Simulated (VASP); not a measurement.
OSZICAR of a VASP run on CuZn (CsCl type):

### OSZICAR
```
       N       E                     dE             d eps       ncg     rms          rms(c)
DAV:   1     0.108390789762E+03    0.10839E+03   -0.11146E+04  2632   0.240E+03
DAV:   2    -0.315813164587E+01   -0.11155E+03   -0.10879E+03  2534   0.320E+02
DAV:   3    -0.605650605942E+01   -0.28984E+01   -0.28857E+01  3115   0.702E+01
DAV:   4    -0.607557868947E+01   -0.19073E-01   -0.19068E-01  2898   0.499E+00
DAV:   5    -0.607584395806E+01   -0.26527E-03   -0.26526E-03  3352   0.620E-01    0.942E+00
DAV:   6    -0.595159948223E+01    0.12424E+00   -0.17189E+01  2766   0.108E+02    0.606E+00
DAV:   7    -0.501445067804E+01    0.93715E+00   -0.38477E+00  2667   0.103E+02    0.220E+00
DAV:   8    -0.501847055658E+01   -0.40199E-02   -0.20350E-01  3446   0.651E+00    0.127E+00
DAV:   9    -0.500889544399E+01    0.95751E-02   -0.22805E-02  2993   0.389E+00    0.479E-02
DAV:  10    -0.500892131410E+01   -0.25870E-04   -0.60078E-04  3731   0.411E-01    0.262E-02
DAV:  11    -0.500892366484E+01   -0.23507E-05   -0.16264E-05  3609   0.992E-02    0.124E-02
DAV:  12    -0.500892248849E+01    0.11764E-05   -0.12214E-06  3903   0.299E-02    0.209E-03
DAV:  13    -0.500892246717E+01    0.21319E-07   -0.18752E-07  2027   0.129E-02
   1 F= -.50089225E+01 E0= -.50089616E+01  d E =0.117453E-03
```

Problem. Which electronic solver shows in the log?

Solution. It is blocked Davidson (ALGO = Normal, or the opening steps of other solvers). The INCAR had ALGO = Normal.

Problem. Can the final energy be trusted as converged?

Solution. The run converged. It stopped with EDIFF = 1E-7, NELM = 100 (PBE GGA, plane waves, VASP's PBE PAW potentials (set 64)).

The compound is CuZn in the CsCl type structure. It was relaxed first. The electron count is odd and the run is not spin-polarised, which forces a metal.
